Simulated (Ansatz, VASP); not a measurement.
# Cross-check of ZrIn3 (ZrIn3 (I4/mmm)) between VASP and Ansatz

Aim: how closely do two programs agree when they are given the same cell, functional and k mesh? The cell is taken from a series of runs on this material, whose earlier steps may have relaxed, scaled, displaced or heated it; both programs get it as it stands.

Program: Ansatz 0.2.0. Level of theory: plane waves, with VASP 6.6.1 beside it; relaxation of cell and atoms at r2SCAN. Results are calculated unless marked as measured.

### Step 1. Set-up

Symmetry: I4/mmm, No. 139, tetragonal system. The conventional cell has a = 4.263 Å, b = 4.263 Å, c = 9.870 Å, α = 90.00°, β = 90.00°, γ = 90.00°. Nearest to Zr lie 12 In at 3.01 to 3.26 Å. Nearest to In lie 8 In at 3.01 to 3.26 Å and 4 Zr at 3.26 Å. Nearest to In lie 4 Zr at 3.01 Å and 8 In at 3.26 Å. Farther neighbours are not listed.

Structure file:

```cif
data_structure
_symmetry_space_group_name_H-M 'I4/mmm'
_symmetry_Int_Tables_number 139
_cell_length_a 4.2630
_cell_length_b 4.2630
_cell_length_c 9.8702
_cell_angle_alpha 90.000
_cell_angle_beta 90.000
_cell_angle_gamma 90.000
_cell_volume 179.38
loop_
_atom_site_label
_atom_site_type_symbol
_atom_site_symmetry_multiplicity
_atom_site_Wyckoff_symbol
_atom_site_fract_x
_atom_site_fract_y
_atom_site_fract_z
_atom_site_occupancy
Zr1 Zr 2 a 0.00000 0.00000 0.00000 1
In1 In 4 d 0.50000 0.00000 0.25000 1
In2 In 2 b 0.50000 0.50000 0.00000 1
```

### Step 2. VASP: relaxation of cell and atoms, r2SCAN

The relaxed volume is the usual yardstick between codes: in a stiff, nearly cubic crystal its relative difference is about their pressure difference at one cell divided by the bulk modulus.

Lines of VASP's logs that name or quote its potential files are left out, and so is its time.

File INCAR:

```
SYSTEM = ZrIn3
PREC = Accurate
ENCUT = 550
EDIFF = 1E-07
NELM = 120
ISMEAR = -1
SIGMA = 0.05
LREAL = .FALSE.
ALGO = Normal
METAGGA = R2SCAN
LASPH = .TRUE.
NBANDS = 31
LORBIT = 11
LWAVE = .FALSE.
LCHARG = .FALSE.
ISIF = 3
IBRION = 2
NSW = 80
EDIFFG = -0.005
GGA_COMPAT = .FALSE.
NELMIN = 4
LMIXTAU = .TRUE.
KPAR = 2
```

File POSCAR:

```
ZrIn3
1.0
   -2.1315160000      2.1315160000      4.9351090000
    2.1315160000     -2.1315160000      4.9351090000
    2.1315160000      2.1315160000     -4.9351090000
Zr In
1 3
Direct
    0.0000000000      0.0000000000      0.0000000000
    0.2499999493      0.7499999493      0.5000000000
    0.7499999493      0.2499999493      0.5000000000
    0.5000000000      0.5000000000      0.0000000000
```

File KPOINTS:

```
Automatic mesh
0
Gamma
13 13 13
0 0 0
```

PAW data sets: Zr_sv and In_d (PBE family, release 64).

Command:

```console
mpirun -np 2 vasp_std
```

Numbers of over 12 decimals in the logs are rounded to 6 here.

The log of the run:

```text
[banner, memory and clock lines left out]
running    2 mpi-ranks, on    1 nodes
 distrk:  each k-point on    1 cores,    2 groups
 distr:  one band on    1 cores,    1 groups

 POSCAR found type information on POSCAR ZrIn
 POSCAR found :  2 types and       4 ions
|                                                                             |
|               ----> ADVICE to this user running VASP <----                  |
|                                                                             |
|     You enforced a specific xc type in the INCAR file but a different       |
|     [... a line on the potential file left out ...]
|     I HOPE YOU KNOW WHAT YOU ARE DOING!                                     |
|                                                                             |

 LDA part: xc-table for (None), standard interpolation
 POSCAR, INCAR and KPOINTS ok, starting setup
 FFT: planning ... GRIDC
 FFT: planning ... GRID_SOFT
 FFT: planning ... GRID
 WAVECAR not read
 entering main loop
       N       E                     dE             d eps       ncg     rms          rms(c)
DAV:   1     0.511627143600E+03    0.51163E+03   -0.26486E+04 12168   0.243E+03
DAV:   2    -0.343159888658E+02   -0.54594E+03   -0.53432E+03 12252   0.561E+02
DAV:   3    -0.101097996552E+03   -0.66782E+02   -0.65767E+02 14497   0.224E+02
DAV:   4    -0.105339130430E+03   -0.42411E+01   -0.41996E+01 20923   0.488E+01
DAV:   5    -0.105446280196E+03   -0.10715E+00   -0.10710E+00 18763   0.697E+00    0.147E+01
DAV:   6    -0.942436178202E+02    0.11203E+02   -0.93626E+00 18184   0.375E+01    0.451E+00
DAV:   7    -0.899859334908E+02    0.42577E+01   -0.16091E+00 15144   0.121E+01    0.184E+00
DAV:   8    -0.916082683040E+02   -0.16223E+01   -0.13137E+00 12768   0.969E+00    0.170E+00
DAV:   9    -0.916486022295E+02   -0.40334E-01   -0.12515E-01 16457   0.321E+00    0.121E+00
DAV:  10    -0.916606549601E+02   -0.12053E-01   -0.92377E-02 15022   0.190E+00    0.195E-01
DAV:  11    -0.918101486354E+02   -0.14949E+00   -0.10030E-01 12474   0.201E+00    0.186E-01
DAV:  12    -0.918083645526E+02    0.17841E-02   -0.36906E-03 18503   0.393E-01    0.243E-01
DAV:  13    -0.918081138438E+02    0.25071E-03   -0.21894E-04 20320   0.773E-02    0.304E-01
DAV:  14    -0.918076110156E+02    0.50283E-03   -0.32767E-03 16609   0.271E-01    0.299E-01
[...]
DAV:  23    -0.918110970641E+02    0.56879E-05   -0.18236E-06 18990   0.352E-02    0.261E-01
DAV:  24    -0.918110934863E+02    0.35778E-05   -0.21442E-06 16682   0.257E-02    0.187E-01
DAV:  25    -0.918110919077E+02    0.15786E-05   -0.51310E-06 13736   0.352E-02    0.805E-02
DAV:  26    -0.918110901739E+02    0.17338E-05   -0.19131E-06 18850   0.164E-02    0.274E-02
DAV:  27    -0.918110898121E+02    0.36178E-06   -0.48132E-07 13923   0.730E-03    0.145E-02
DAV:  28    -0.918110897051E+02    0.10701E-06   -0.68900E-08  6930   0.571E-03    0.227E-03
DAV:  29    -0.918110899165E+02   -0.21145E-06   -0.16026E-07  8856   0.376E-03    0.350E-04
DAV:  30    -0.918110899984E+02   -0.81888E-07   -0.35265E-08  6489   0.258E-03
   1 F= -.91811090E+02 E0= -.91805684E+02  d E =-.918111E+02
[...]
2 F= -.91811210E+02 E0= -.91805819E+02  d E =-.120466E-03
[...]
3 F= -.91811211E+02 E0= -.91805818E+02  d E =-.121311E-03
 curvature:  -0.45 expect dE=-0.202E-04 dE for cont linesearch -0.238E-07
 trial: gam= 0.19012 g(F)=  0.201E-41 g(S)=  0.453E-04 ort =-0.370E-05 (trialstep = 0.982E+00)
 search vector abs. value=  0.532E-04
 bond charge predicted
       N       E                     dE             d eps       ncg     rms          rms(c)
DAV:   1    -0.918116747625E+02   -0.46353E-03   -0.15615E-02 14250   0.150E+00    0.141E-01
DAV:   2    -0.918112992175E+02    0.37554E-03   -0.12292E-03 16286   0.472E-01    0.581E-02
DAV:   3    -0.918112266002E+02    0.72617E-04   -0.23025E-04 16427   0.204E-01    0.286E-02
DAV:   4    -0.918112239923E+02    0.26079E-05   -0.61978E-05 15393   0.690E-02    0.145E-02
DAV:   5    -0.918112224179E+02    0.15744E-05   -0.28314E-05 14093   0.520E-02    0.610E-03
DAV:   6    -0.918112281727E+02   -0.57548E-05   -0.10173E-05 13283   0.297E-02    0.450E-03
DAV:   7    -0.918112281273E+02    0.45387E-07   -0.15435E-06 20705   0.894E-03    0.391E-03
DAV:   8    -0.918112281633E+02   -0.35933E-07   -0.87473E-07 12451   0.631E-03
   4 F= -.91811228E+02 E0= -.91805832E+02  d E =-.168541E-04
 trial-energy change:   -0.000017  1 .order   -0.000018   -0.000044    0.000008
 step:   0.8174(harm=  0.8375)  dis= 0.00000  next Energy=   -91.811229 (dE=-0.175E-04)
 reached required accuracy - stopping structural energy minimisation
```

Parts of OUTCAR (step 2):

```text
ion  position               nearest neighbor table
   1  0.000  0.000  0.000-   4 3.01   4 3.01   4 3.01   4 3.01   3 3.26   2 3.26   3 3.26   2 3.26
                             2 3.26   3 3.26   3 3.26   2 3.26
   2  0.250  0.750  0.500-   3 3.01   3 3.01   3 3.01   3 3.01   4 3.26   1 3.26   4 3.26   1 3.26
                             1 3.26   4 3.26   4 3.26   1 3.26
   3  0.750  0.250  0.500-   2 3.01   2 3.01   2 3.01   2 3.01   4 3.26   1 3.26   1 3.26   4 3.26
                             4 3.26   1 3.26   4 3.26   1 3.26
   4  0.500  0.500  0.000-   1 3.01   1 3.01   1 3.01   1 3.01   3 3.26   2 3.26   2 3.26   3 3.26
                             3 3.26   2 3.26   3 3.26   2 3.26

  LATTYP: Found a body centered tetragonal cell.
 ALAT       =     4.2630320000
 C/A-ratio  =     2.3153046939

 Subroutine GETGRP returns: Found 16 space group operations
 (whereof 16 operations were pure point group operations)

The static configuration has the point symmetry D_4h.

 Found    196 irreducible k-points:

   k-points           NKPTS =    196   k-points in BZ     NKDIM =    196   number of bands    NBANDS=     31

   dimension x,y,z NGX =    48 NGY =   48 NGZ =   48
   dimension x,y,z NGXF=    96 NGYF=   96 NGZF=   96

   ENCUT  =  550.0 eV  40.42 Ry    6.36 a.u.  11.06 11.06 11.06*2*pi/ulx,y,z

   NELECT =      51.0000    total number of electrons

 k-points in reciprocal lattice and weights: Automatic mesh
   0.00000000  0.00000000  0.00000000       0.000
   0.07692308  0.00000000  0.00000000       0.004
   0.15384615  0.00000000 -0.00000000       0.004
   0.23076923  0.00000000 -0.00000000       0.004
   0.30769231  0.00000000 -0.00000000       0.004
   0.38461538  0.00000000 -0.00000000       0.004
   0.46153846  0.00000000 -0.00000000       0.004
   0.07692308  0.07692308  0.00000000       0.004
   0.15384615  0.07692308 -0.00000000       0.007
[...]
-0.46153846  0.46153846  0.46153846       0.002
  -0.46153846 -0.46153846  0.46153846       0.001

 average (electrostatic) potential at core
       1 -80.1503       2 -97.4768       3 -97.4768       4 -97.4315

 E-fermi :   9.1745

 k-point     1 :       0.0000    0.0000    0.0000
  band No.  band energies     occupation
    ...
     21       5.3604      2.00000
     22       6.3720      2.00000
     23       7.9153      2.00000
     24       7.9153      2.00000
     25       8.0620      2.00000
     26       9.4009      0.02137
     27      10.6700      0.00000
     28      11.1191      0.00000
     29      11.1191      0.00000
     30      12.8467      0.00000
    ...

 k-point     2 :       0.0769    0.0000    0.0000
  band No.  band energies     occupation
    ...
     21       5.2385      2.00000
     22       6.4984      2.00000
     23       7.4585      2.00000
     24       7.9700      2.00000
     25       7.9905      2.00000
     26       9.8973      0.00000
     27      10.1335      0.00000
     28      10.9307      0.00000
     29      11.7177      0.00000
     30      12.4197      0.00000
    ...

 k-point     3 :       0.1538    0.0000   -0.0000
  band No.  band energies     occupation
    ...
     21       4.9819      2.00000
     22       6.3437      2.00000
     23       7.0838      2.00000
     24       7.8264      2.00000
     25       8.1184      2.00000
     26       9.5392      0.00136
     27      10.4119      0.00000
     28      10.9477      0.00000
     29      11.9796      0.00000
     30      12.3878      0.00000
    ...

  Total       -0.0061907     -0.0061907     -0.0094393      0.0000000     -0.0000000      0.0000000
  in kB       -0.1106581     -0.1106581     -0.1687273      0.0000000     -0.0000000      0.0000000
  external PRESSURE =      -0.1300145 kB  Pullay stress =       0.0000000 kB

  energy-cutoff  :      550.00
  volume of cell :       89.63
      direct lattice vectors                 reciprocal lattice vectors
    -2.129328009  2.129328009  4.942214850     0.000000000  0.234815866  0.101169216
     2.129328009 -2.129328009  4.942214850     0.234815866  0.000000000  0.101169216
     2.129328009  2.129328009 -4.942214850     0.234815866  0.234815866  0.000000000

 POSITION                                       TOTAL-FORCE (eV/Angst)
 -----------------------------------------------------------------------------------
      2.12933      2.12933      4.94221        -0.000000     -0.000000      0.000000
      2.12933      0.00000      2.47111         0.000000     -0.000000      0.000000
      0.00000      2.12933      2.47111        -0.000000      0.000000     -0.000000
      2.12933      2.12933      0.00000         0.000000      0.000000      0.000000
 -----------------------------------------------------------------------------------
    total drift:                               -0.000000      0.000000      0.000322

  FREE ENERGIE OF THE ION-ELECTRON SYSTEM (eV)
  ---------------------------------------------------
  free  energy   TOTEN  =       -91.8112281633 eV

  energy  without entropy=      -91.8004364808  energy(sigma->0) =      -91.80583232

 reached required accuracy - stopping structural energy minimisation

 total charge
# of ion       s       p       d       tot
------------------------------------------
    1        2.123   5.954   1.635   9.711
    2        0.863   0.789   9.856  11.508
    3        0.863   0.789   9.856  11.508
    4        0.943   0.754   9.861  11.558
--------------------------------------------------
tot          4.793   8.286  31.207  44.285

[... 3 further parts left out ...]
```

CONTCAR:

```
ZrIn3
   1.00000000000000
    -2.1293280094143485    2.1293280094143485    4.9422148499045795
     2.1293280094143485   -2.1293280094143485    4.9422148499045795
     2.1293280094143485    2.1293280094143485   -4.9422148499045795
  Zr              In
     1     3
Direct
     1.0000000000000000    1.0000000000000000    1.0000000000000000
     0.2499999492999976    0.7499999492999976    0.5000000000000000
     0.7499999492999976    0.2499999492999976    0.5000000000000000
     0.5000000000000000    0.5000000000000000    1.0000000000000000
```

This run has no spin polarisation. Its electron count is odd, so without a moment it is a metal by construction.

[end of part 1 of 2]

[Lines on the potential files, build, host, timing and source positions are cut from VASP's logs without a mark.]

[Logs are printed without paths, hosts, clocks, repeated set-up lines and the standing remarks that a program may print on its own settings, such as how far it seeks lower states.]

[Hosts, paths, dates, database ids (printed as entryN), source tags and the programs' standing remarks are cut or masked in the printed files.]
